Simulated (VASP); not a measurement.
GaGe15:

```
Ga Ge
1.0
     0.00000    5.67470    5.67470
     5.67470    0.00000    5.67470
     5.67470    5.67470    0.00000
Ga Ge
1 15
Direct
  0.00000 0.00000 0.00000
  0.12500 0.12500 0.12500
  0.00000 0.00000 0.50000
  0.12500 0.12500 0.62500
  0.00000 0.50000 0.00000
  0.12500 0.62500 0.12500
  0.00000 0.50000 0.50000
  0.12500 0.62500 0.62500
  0.50000 0.00000 0.00000
  0.62500 0.12500 0.12500
  0.50000 0.00000 0.50000
  0.62500 0.12500 0.62500
  0.50000 0.50000 0.00000
  0.62500 0.62500 0.12500
  0.50000 0.50000 0.50000
  0.62500 0.62500 0.62500
```

The cell was built by a generator and needn't be a form met in nature.

- Program: VASP 6.6.1
- Task: relaxation of cell and atoms
- Functional: PBEsol
- Potentials or basis: VASP PAW PBE potentials, release 64 (Ga_d, Ge_d)
- Cutoff: 600 eV
- k mesh: 6 × 6 × 6
- Occupations: gaussian, width 0.05 eV
- Spin: no spin polarisation

At the start: pressure 0.0 GPa; volume 22.84 Å³/atom.

Problem. How do energy, volume and symmetry change on relaxing?

Solution. Over 5 steps the energy falls by 2.5 meV/atom and the volume is 22.82 Å³/atom (-0.1 %); space group F-43m (No. 216, to 0.05 Å).

The path:
```
step  energy change (eV)  largest force (eV/Å)  pressure (GPa)  volume (Å³)
   1              0.0000                0.3069            0.01       365.48
   2             -0.0275                0.1646           -0.02       365.53
   3             -0.0393                0.0453           -0.04       365.59
   4             -0.0396                0.0104            0.00       365.24
   5             -0.0396                0.0021            0.02       365.11
```

Final structure:
```xyz
16
Lattice="0.0000 5.6728 5.6728 5.6728 0.0000 5.6728 5.6728 5.6728 0.0000" Properties=species:S:1:pos:R:3 pbc="T T T"
Ga    0.0000    0.0000    0.0000
Ge    1.3998    1.3998    1.3998
Ge    2.8364    2.8364    0.0265
Ge    4.2730    4.2730    1.3998
Ge    2.8364    0.0265    2.8364
Ge    4.2730    1.3998    4.2730
Ge    5.6463    2.8364    2.8364
Ge    7.0962    4.2494    4.2494
Ge    0.0265    2.8364    2.8364
Ge    1.3998    4.2730    4.2730
Ge    2.8364    5.6463    2.8364
Ge    4.2494    7.0962    4.2494
Ge    2.8364    2.8364    5.6463
Ge    4.2494    4.2494    7.0962
Ge    5.6728    5.6728    5.6728
Ge    7.0962    7.0962    7.0962
```

Caveat: the PAW data sets were made with another functional, which shifts forces and pressure a little.
